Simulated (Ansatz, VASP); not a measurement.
## Ti2NO2: VASP beside Ansatz

Wanted: the spread between two codes on one cell, functional and k mesh. The structure shown is the start of the Ansatz relaxation below; VASP solves that cell, so the two are compared at the walk's first step.

Calculated with Ansatz 0.2.0; plane waves, with VASP 6.6.1 beside it; single point at PBEsol.

**1. Starting point**

The cell holds 5 atoms: 1 N, 2 Ti and 2 O. Its edges and angles: a = 3.040 Å, b = 3.040 Å, c = 32.600 Å, α = 90.0°, β = 90.0°, γ = 120.0°. Vacuum lies along c. The height across the vacuum is the one that the program set for its solve, not the one typed.

**2. Ansatz: relaxation, PBEsol**

Ansatz runs on its default PAW (the set named soft_2) files.

The two programs are compared at the cell with which this relaxation starts, whose forces are those of its first step.

The input, input.yaml:

```yaml
crystal:
  lattice:
    - [3.04, 0.0, 0.0]
    - [-1.52, 2.63272, 0.0]
    - [0.0, 0.0, 20.0]
  atoms:
    - { symbol: "N", position: [0.0, 0.0, 0.5] }
    - { symbol: Ti, position: [0.333333, 0.666667, 0.56] }
    - { symbol: Ti, position: [0.666667, 0.333333, 0.44] }
    - { symbol: O, position: [0.666667, 0.333333, 0.61] }
    - { symbol: O, position: [0.333333, 0.666667, 0.39] }
  periodic: [true, true, false]
kpoints:
  mp_grid: { grid: [9, 9, 1] }
hamiltonian:
  xc: pbesol
scf:
  occupations: { method: gaussian, width: 0.1 }
output:
  forces: true
  stress: true
  eigenvalues: true
relax:
  adjacent_minimum: "off"
  f_tol: 0.05
  max_steps: 80
  cell: { stress_2d_tol: 0.02 }
```

The run is started by

```sh
$ ansatz run input.yaml --threads 8 --pin off --max-ram 14336MiB --backend cpu --events-out ev --progress --plain --runs-dir out
```

Numbers of over 12 decimals in the logs are rounded to 6 here.

The program printed:

```text
Warning: crystal.periodic: the lattice vector that does not repeat stood 0.000° off the slab's normal, 20.000 Å along it as the deck builds it. The run solves the slab on a vector along the normal, 32.600 Å long, with every atom where it was (on the deck's vector they left 15.60 Å outside them, and the widest stretch free of ions among them is 1.20 Å). A fractional position that the run reports is one of the run's ce [...]
[...]
SCF iter   4: F=—  HF=-6455.448437 eV  |F-HF|=—  |Δ(HF+E_count)|=   3.42e-7  Δρ=4.38e-6  dr2=4.32e-8  ethr=5.54e-10  ⟨swp⟩=4.2  Hψ=773  notcnv=0
SCF iter   5: F=—  HF=-6455.448437 eV  |F-HF|=—  |Δ(HF+E_count)|=   1.41e-7  Δρ=1.77e-6  dr2=7.88e-9  ethr=1.05e-10  ⟨swp⟩=2.6  Hψ=554  notcnv=0
SCF iter   6: F=—  HF=-6455.448437 eV  |F-HF|=—  |Δ(HF+E_count)|=   3.83e-8  Δρ=2.94e-7  dr2=2.94e-10  ethr=1.92e-11  ⟨swp⟩=3.1  Hψ=569  notcnv=0
SCF iter   7: F=-6455.448437 eV  HF=-6455.448437 eV  |F-HF|=3.09e-11  |Δ(HF+E_count)|=   3.14e-9  Δρ=3.85e-8  dr2=2.32e-12  ethr=1.00e-12  ⟨swp⟩=10.8  Hψ=2713  notcnv=0
SCF 7 converged in 7 iterations: F = -6455.448437 eV  dr2 = 2.32e-12
relax step   7: F+E_penalty+E_count = -6455.44843725 eV  Δ(F+E_penalty+E_count) = +7.720e-3 eV  max|allowed force component| = 9.258e-4 eV/Å  Δτ_max = 0.0000 Å  P = -0.233 N/m  Ω = 248.216 Å³  fix = [c, alpha, beta]  reactions: c -0.000 N/m  stress off target by 2.33e-1 N/m on what of the cell is left free  SCF on the basis re-selected at this cell (its energy is not comparable with the rows above)  (7 SCF iters)
[...]
relax step   8: F+E_penalty+E_count = -6455.44879136 eV  Δ(F+E_penalty+E_count) = -3.541e-4 eV  max|allowed force component| = 1.168e-3 eV/Å  Δτ_max = 0.0013 Å  P = +0.004 N/m  Ω = 247.884 Å³  energy of the carried Pulay correction = +2.809e-4 eV  fix = [c, alpha, beta]  reactions: c +0.000 N/m  (5 SCF iters, dr2 threshold 6.56e-8 eV, accepted)
[...]
relax step   9: F+E_penalty+E_count = -6455.44857297 eV  Δ(F+E_penalty+E_count) = +2.184e-4 eV  max|allowed force component| = 1.128e-3 eV/Å  Δτ_max = 0.0000 Å  P = -0.001 N/m  Ω = 247.884 Å³  fix = [c, alpha, beta]  reactions: c -0.000 N/m  stress off target by 1.15e-3 N/m on what of the cell is left free  SCF on the basis re-selected at this cell (its energy is not comparable with the rows above)  (6 SCF iters)
basis re-selected at this cell: Δ(F+E_penalty+E_count) = +2.184e-4 eV, ΔP = -0.005 N/m vs the last step (what re-selecting the basis moved, of the pressure what is left beyond the Pulay correction that the steps carried, after the strain that the cell walked since its last selection, with what the two solves' SCF thresholds leave and, on support functions, any second-order correction that the steps lacked; it is no m [...]
SCF converged after 6 iterations
Free energy (F): -6455.448573 eV
Harris-Foulkes:  -6455.448573 eV  (|F-HF|=5.91e-11)
Internal energy: -6455.428903 eV  (E = F + TS)
E sigma→0 (E₀):  -6455.438738 eV
Entropy (-TS):   -0.019670 eV (-3.934 meV/atom)
Fermi energy:    -5.860666 eV
--- Per-component energies (eV) ---
  E_band       = -1076.989087
  E_kinetic    = 1028.898982
  E_local      = -128704.547566  (includes V_loc(G=0)·N_el)
  E_nonlocal   = 153.586274
  E_hartree    = 63690.953745
  E_xc         = -402.108642
  E_vxc        = -510.641087  (∫ρ·V_xc dr)
  E_paw        = -2468.727553  (= ΣΔE_a)
  E_vpaw       = -426.198553  (= ΣTr[D̂ρ^β])
  E_aug_tail   = 0.005262  (compensation charges beyond the density's cutoff)
  E_ewald      = 60246.133153
  E_core_change = 0.377443  (= ΣΔE_core)
  E_smearing   = -0.019670  (= −TS)
  E_closure    = 0.000000  (closes the sum)
  Σ components = -6455.448573   (vs F -6455.448573, Δ=0.00e0)
--- Forces (eV/Å), atoms counted from 1 ---
  atom   1  N      0.00000000     0.00000000     0.00000000
  atom   2  Ti    -0.00000000    -0.00000000    -0.00084704
  atom   3  Ti    -0.00000000     0.00000000     0.00084704
  atom   4  O     -0.00000000    -0.00000000     0.00112816
  atom   5  O     -0.00000000     0.00000000    -0.00112816
  max |Σ_I F_I| component: 8.33e-17 eV/Å
--- 2D stress c σ (N/m, compression-positive) ---
       -0.001147       0.000000       0.000000
        0.000000      -0.001147      -0.000000
        0.000000      -0.000000      -0.000000
  P = ½ c Tr σ = -0.0011 N/m
--- Band table (eV; the first three rows and the last of 12) ---
  k-point 0: bands = ["-63.7404", "-63.6965", "-40.2843", "-39.9795", "-39.8726", "-39.8726", "-39.8497", "-39.8497", "-25.1682", "-24.9286", "-21.3976", "-12.8708", "-11.6746", "-11.6746", "-10.9534", "-10.8267", "-10.8267", "-8.6418", "-8.1034", "-8.1034", "-5.8061", "-5.8061", "-5.0219", "-4.8108", "-4.8108", "-3.5081"]
  k-point 1: bands = ["-63.7298", "-63.6883", "-40.2604", "-40.0078", "-39.9272", "-39.9083", "-39.8913", "-39.8602", "-25.0508", "-24.8619", "-21.4024", "-12.7508", "-11.8062", "-11.5609", "-11.1634", "-10.7650", "-10.6523", "-8.9765", "-8.5115", "-8.3768", "-5.7454", "-5.3854", "-5.1309", "-4.7578", "-4.4188", "-3.6208"]
  k-point 2: bands = ["-63.7027", "-63.6678", "-40.2077", "-40.1617", "-40.1008", "-39.9353", "-39.9223", "-39.8897", "-24.7911", "-24.7078", "-21.3486", "-12.5741", "-11.9159", "-11.4519", "-11.3063", "-10.6410", "-10.5163", "-10.0466", "-9.1043", "-8.5396", "-5.9799", "-4.9787", "-4.7325", "-4.2894", "-4.1066", "-3.7947"]
  k-point 11: bands = ["-63.6276", "-63.6276", "-40.3396", "-40.3396", "-40.2907", "-40.1798", "-39.9573", "-39.9573", "-24.3848", "-24.3848", "-20.8143", "-12.2554", "-12.2554", "-11.7239", "-11.7060", "-11.0244", "-10.2686", "-10.2686", "-9.6606", "-9.6606", "-5.2153", "-4.7915", "-4.7915", "-3.9367", "-3.8051", "-3.8051"]
--- Relaxed structure (7 steps of the walk, 7 accepted, 2 SCFs on fresh bases) ---
  F+E_penalty+E_count = -6455.44857297 eV   max|allowed force component| = 1.128e-3 eV/Å   (the final SCF, on the basis selected at the relaxed cell)
  cell:  # Å, volume = 247.8839 Å³
    - [2.963126, 0.0, 0]
    - [-1.481563, 2.566142, 0]
    - [0, 0, 32.6]
  atoms:
    - { symbol: N, position: [0, 0, 0.306748] }
    - { symbol: Ti, position: [0.333333, 0.666667, 0.345171] }
    - { symbol: Ti, position: [0.666667, 0.333333, 0.268326] }
    - { symbol: O, position: [0.666667, 0.333333, 0.374154] }
    - { symbol: O, position: [0.333333, 0.666667, 0.239343] }
```

**3. VASP: single point, PBEsol, start cell, pair 1**

The same cell, functional, mesh and smearing now go to VASP, with its own data sets.

Lines of VASP's logs that name or quote its potential files are left out, and so is its time.

The input, INCAR:

```
SYSTEM = Ti2NO2
PREC = Accurate
ENCUT = 520
EDIFF = 1E-06
NELM = 120
ISMEAR = 0
SIGMA = 0.1
LREAL = .FALSE.
ALGO = Normal
GGA = PS
NBANDS = 26
LASPH = .TRUE.
LORBIT = 11
LWAVE = .FALSE.
LCHARG = .FALSE.
ISIF = 2
LDIPOL = .TRUE.
IDIPOL = 3
DIPOL = 0.5 0.5 0.307
LVHAR = .TRUE.
GGA_COMPAT = .FALSE.
NELMDL = -8
KPAR = 2
```

The input, POSCAR:

```
Ti2NO2
1.0
    3.0400020000      0.0000000000      0.0000000000
   -1.5200010000      2.6327190000      0.0000000000
    0.0000000000      0.0000000000     32.6000000000
N Ti O
1 2 2
Direct
    0.0000000000      0.0000000000      0.3067484663
    0.3333333333      0.6666666667      0.3435582822
    0.6666666667      0.3333333333      0.2699386503
    0.6666666667      0.3333333333      0.3742331288
    0.3333333333      0.6666666667      0.2392638037
```

The input, KPOINTS:

```
Automatic mesh
0
Gamma
9 9 1
0 0 0
```

Potentials, in the order of the species: N, Ti_sv and O (PBE family, release 64).

The run is started by

```sh
$ mpirun -np 2 vasp_std
```

The program printed:

```text
[banner, memory and clock lines left out]
running    2 mpi-ranks, on    1 nodes
 distrk:  each k-point on    1 cores,    2 groups
 distr:  one band on    1 cores,    1 groups

 POSCAR found type information on POSCAR N TiO
 POSCAR found :  3 types and       5 ions
|                                                                             |
|               ----> ADVICE to this user running VASP <----                  |
|                                                                             |
|     You enforced a specific xc type in the INCAR file but a different       |
|     [... a line on the potential file left out ...]
|     I HOPE YOU KNOW WHAT YOU ARE DOING!                                     |
|                                                                             |

 LDA part: xc-table for (Slater+PW92), standard interpolation
 POSCAR, INCAR and KPOINTS ok, starting setup
 FFT: planning ... GRIDC
 FFT: planning ... GRID_SOFT
 FFT: planning ... GRID
 WAVECAR not read
 entering main loop
       N       E                     dE             d eps       ncg     rms          rms(c)
DAV:   1     0.466532585882E+03    0.46653E+03   -0.20496E+04   776   0.135E+03
DAV:   2     0.221581808533E+02   -0.44437E+03   -0.43556E+03   794   0.401E+02
DAV:   3    -0.543071062912E+02   -0.76465E+02   -0.75719E+02   924   0.163E+02
DAV:   4    -0.603236579385E+02   -0.60166E+01   -0.60110E+01  1016   0.439E+01
DAV:   5    -0.607357320093E+02   -0.41207E+00   -0.41202E+00   886   0.803E+00
DAV:   6    -0.607463184796E+02   -0.10586E-01   -0.10586E-01   976   0.169E+00
DAV:   7    -0.607467816842E+02   -0.46320E-03   -0.46320E-03   910   0.257E-01
DAV:   8    -0.607467879050E+02   -0.62208E-05   -0.62209E-05  1000   0.382E-02    0.271E+01
DAV:   9    -0.494440899139E+02    0.11303E+02   -0.10605E+02   812   0.860E+01    0.130E+01
DAV:  10    -0.485518964103E+02    0.89219E+00   -0.30637E+01   824   0.375E+01    0.790E+00
DAV:  11    -0.480790477987E+02    0.47285E+00   -0.60046E+00   846   0.195E+01    0.317E+00
DAV:  12    -0.480163986620E+02    0.62649E-01   -0.58959E-01   922   0.553E+00    0.131E+00
DAV:  13    -0.480206191703E+02   -0.42205E-02   -0.37028E-01   840   0.452E+00    0.931E-01
DAV:  14    -0.480074028286E+02    0.13216E-01   -0.62665E-02   864   0.175E+00    0.269E-01
[...]
DAV:  21    -0.480076509228E+02   -0.75644E-04   -0.84669E-06   582   0.179E-02    0.262E-03
DAV:  22    -0.480077340675E+02   -0.83145E-04   -0.34433E-06   502   0.824E-03    0.274E-03
DAV:  23    -0.480077582538E+02   -0.24186E-04   -0.11918E-06   436   0.710E-03    0.108E-03
DAV:  24    -0.480077752051E+02   -0.16951E-04   -0.81170E-07   418   0.398E-03    0.113E-03
DAV:  25    -0.480077781348E+02   -0.29297E-05   -0.20824E-07   312   0.351E-03    0.475E-04
DAV:  26    -0.480077815314E+02   -0.33966E-05   -0.15217E-07   326   0.209E-03    0.391E-04
DAV:  27    -0.480077827873E+02   -0.12560E-05   -0.79401E-08   312   0.125E-03    0.216E-04
DAV:  28    -0.480077832996E+02   -0.51222E-06   -0.35693E-08   312   0.143E-03
   1 F= -.48007783E+02 E0= -.47998296E+02  d E =-.189742E-01
```

OUTCAR, selected parts (step 3):

```text
ion  position               nearest neighbor table
   1  0.000  0.000  0.307-   2 2.13   2 2.13   3 2.13   3 2.13   2 2.13   3 2.13
   2  0.333  0.667  0.344-   4 2.02   4 2.02   4 2.02   1 2.13   1 2.13   1 2.13
   3  0.667  0.333  0.270-   5 2.02   5 2.02   5 2.02   1 2.13   1 2.13   1 2.13
   4  0.667  0.333  0.374-   2 2.02   2 2.02   2 2.02
   5  0.333  0.667  0.239-   3 2.02   3 2.02   3 2.02

  LATTYP: Found a hexagonal cell.
 ALAT       =     3.0400020000
 C/A-ratio  =    10.7236771555

 Subroutine GETGRP returns: Found 12 space group operations
 (whereof  6 operations were pure point group operations)

The static configuration has the point symmetry C_3v.
 The point group associated with its full space group is D_3d.

 Found     12 irreducible k-points:

   k-points           NKPTS =     12   k-points in BZ     NKDIM =     12   number of bands    NBANDS=     26

   dimension x,y,z NGX =    24 NGY =   24 NGZ =  250
   dimension x,y,z NGXF=    48 NGYF=   48 NGZF=  500

   ENCUT  =  520.0 eV  38.22 Ry    6.18 a.u.   5.65  5.65 60.61*2*pi/ulx,y,z

   NELECT =      41.0000    total number of electrons

 k-points in reciprocal lattice and weights: Automatic mesh
   0.00000000  0.00000000  0.00000000       0.012
   0.11111111  0.00000000  0.00000000       0.074
   0.22222222  0.00000000  0.00000000       0.074
   0.33333333 -0.00000000  0.00000000       0.074
   0.44444444  0.00000000  0.00000000       0.074
   0.11111111  0.11111111  0.00000000       0.074
   0.22222222  0.11111111  0.00000000       0.148
   0.33333333  0.11111111  0.00000000       0.148
   0.44444444  0.11111111  0.00000000       0.074
   0.22222222  0.22222222  0.00000000       0.074
   0.33333333  0.22222222  0.00000000       0.148
   0.33333333  0.33333333  0.00000000       0.025

 dipolmoment           0.000000      0.000000      0.000003 electrons x Angstroem

 average (electrostatic) potential at core
       1 -73.0112       2 -85.5058       3 -85.5058       4 -79.1124       5 -79.1124

 E-fermi :  -3.6785

 k-point     1 :       0.0000    0.0000    0.0000
  band No.  band energies     occupation
    ...
     18      -5.9648      2.00000
     19      -5.7712      2.00000
     20      -5.7712      2.00000
     21      -3.6902      1.13195
     22      -3.6902      1.13195
     23      -2.8648      0.00000
     24      -2.4458      0.00000
     25      -2.4458      0.00000
     26      -1.3409      0.00000

 k-point     2 :       0.1111    0.0000    0.0000
  band No.  band energies     occupation
    ...
     16      -7.8099      2.00000
     17      -7.6586      2.00000
     18      -6.5612      2.00000
     19      -6.1522      2.00000
     20      -5.7307      2.00000
     21      -3.5909      0.21538
     22      -3.2917      0.00000
     23      -2.9000      0.00000
     24      -2.3845      0.00000
     25      -2.1794      0.00000
    ...

 k-point     3 :       0.2222    0.0000    0.0000
  band No.  band energies     occupation
    ...
     17      -7.7217      2.00000
     18      -7.1728      2.00000
     19      -6.6904      2.00000
     20      -5.9208      2.00000
     21      -3.7888      1.88115
     22      -2.8195      0.00000
     23      -2.4549      0.00000
     24      -2.0086      0.00000
     25      -1.9637      0.00000
     26      -1.4944      0.00000

  Total       -5.4058534     -5.4058536     -0.9678512     -0.0000000      0.0000000      0.0000000
  in kB      -33.1954739    -33.1954749     -5.9432393     -0.0000000      0.0000000      0.0000000
  external PRESSURE =     -24.1113961 kB  Pullay stress =       0.0000000 kB

  energy-cutoff  :      520.00
  volume of cell :      260.91
      direct lattice vectors                 reciprocal lattice vectors
     3.040002000  0.000000000  0.000000000     0.328947152  0.189917724  0.000000000
    -1.520001000  2.632719000  0.000000000     0.000000000  0.379835448  0.000000000
     0.000000000  0.000000000 32.600000000     0.000000000  0.000000000  0.030674847

 POSITION                                       TOTAL-FORCE (eV/Angst)
 -----------------------------------------------------------------------------------
      0.00000      0.00000     10.00000        -0.000000     -0.000000     -0.000000
     -0.00000      1.75515     11.20000        -0.000000     -0.000000      1.886767
      1.52000      0.87757      8.80000        -0.000000      0.000000     -1.886767
      1.52000      0.87757     12.20000         0.000000     -0.000000     -1.233776
     -0.00000      1.75515      7.80000        -0.000000      0.000000      1.233776
 -----------------------------------------------------------------------------------
    total drift:                               -0.000000      0.000000      0.000202

  FREE ENERGIE OF THE ION-ELECTRON SYSTEM (eV)
  ---------------------------------------------------
  free  energy   TOTEN  =       -48.0077832996 eV

  energy  without entropy=      -47.9888091230  energy(sigma->0) =      -47.99829621

 vacuum level on the upper side and lower side of the slab         2.814         2.814

 total charge
# of ion       s       p       d       tot
------------------------------------------
    1        1.244   2.495   0.000   3.739
    2        2.196   6.241   1.841  10.278
    3        2.196   6.241   1.841  10.278
    4        1.571   3.396   0.000   4.968
    5        1.571   3.396   0.000   4.968
--------------------------------------------------
tot          8.780  21.771   3.681  34.232

[... 3 further parts left out ...]
```

This run has no spin polarisation, so a moment on Ti, if there is one, isn't seen. Its electron count is odd, so without a moment it is a metal by construction.

**4. Differences**

Known differences besides the potentials themselves: Ansatz cuts the interaction across the vacuum, VASP repeats the sheet with a dipole correction; Ansatz makes its cores anew for this functional, VASP keeps those of its PBE data sets; Ansatz takes its cutoff from its data sets, VASP runs at 520 eV. Total energies have different zeros and are not compared.

Forces (eV/Å; atoms numbered as in POSCAR):

```
atom        Ansatz x, y, z          VASP x, y, z
  N1   0.000, 0.000, 0.000   0.000, 0.000, 0.000
 Ti2   0.000, 0.000, 1.898   0.000, 0.000, 1.887
 Ti3  0.000, 0.000, -1.898  0.000, 0.000, -1.887
  O4  0.000, 0.000, -1.277  0.000, 0.000, -1.234
  O5   0.000, 0.000, 1.277   0.000, 0.000, 1.234
```

The forces differ by 16 meV/Å r.m.s., which is 2.0 % of the r.m.s. force of 0.823 eV/Å (both taken over all components). With vacuum in the cell, a pressure given here is an average over mostly empty space and none of the material.

**5. Ansatz: relaxation, PBEsol**

The two programs are compared at the cell with which this relaxation starts, whose forces are those of its first step.

The structure compared here is the start of the Ansatz relaxation; VASP solves that cell, so the two are compared at the walk's first step.

The input, input.yaml:

```yaml
crystal:
  lattice:
    - [2.9631256318, 0.0, 0.0]
    - [-1.4815628159, 2.5661420717, 0.0]
    - [0.0, 0.0, 32.6]
  atoms:
    - { symbol: "N", position: [0.0, 0.0, 0.3067484663] }
    - { symbol: Ti, position: [0.3333333333, 0.6666666667, 0.3451709831] }
    - { symbol: Ti, position: [0.6666666667, 0.3333333333, 0.2683259494] }
    - { symbol: O, position: [0.6666666667, 0.3333333333, 0.3741542492] }
    - { symbol: O, position: [0.3333333333, 0.6666666667, 0.2393426833] }
  periodic: [true, true, false]
kpoints:
  mp_grid: { grid: [15, 15, 1] }
hamiltonian:
  xc: pbesol
scf:
  occupations: { method: gaussian, width: 0.1 }
output:
  forces: true
  stress: true
  eigenvalues: true
relax:
  adjacent_minimum: "off"
  f_tol: 0.005
  max_steps: 80
  cell: { stress_2d_tol: 0.02 }
```

The run is started by

```sh
$ ansatz run input.yaml --threads 8 --pin off --max-ram 14336MiB --backend cpu --events-out ev --progress --plain --runs-dir out
```

The program printed:

```text
[...]
Crystal: 5 atoms, lattice volume = 247.884 Å³
Basis set: ecut = 420 eV, 4729 PW (Γ), exchange–correlation on 40×40×450 points (8 copies of the dense FFT grid, shifted against one another)
Bands: 26, of which v1, the nominal top of the filled ones, is band 21 counted from 1 (20 counted from 0)
Symmetry: 12 space group operations
[...]
k-points: 27 of 225
[...]
cell:  # Å, volume = 248.0774 Å³
    - [2.964281, 0.0, 0]
    - [-1.482141, 2.567143, 0]
    - [0, 0, 32.6]
  atoms:
    - { symbol: N, position: [0, 0, 0.306748] }
    - { symbol: Ti, position: [0.333333, 0.666667, 0.345176] }
    - { symbol: Ti, position: [0.666667, 0.333333, 0.268321] }
    - { symbol: O, position: [0.666667, 0.333333, 0.374092] }
    - { symbol: O, position: [0.333333, 0.666667, 0.239405] }
[key lines of the parts left out:]
SCF converged after 6 iterations
Free energy (F): -6455.449559 eV
Fermi energy:    -5.812710 eV
P = ½ c Tr σ = 0.0015 N/m
```

(Continued in part 2 of 2.)

[Lines on the potential files, build, host, timing and source positions are cut from VASP's logs without a mark.]

[Logs are printed without paths, hosts, clocks, repeated set-up lines and the standing remarks that a program may print on its own settings, such as how far it seeks lower states.]

[Hosts, paths, dates, database ids (printed as entryN), source tags and the programs' standing remarks are cut or masked in the printed files.]
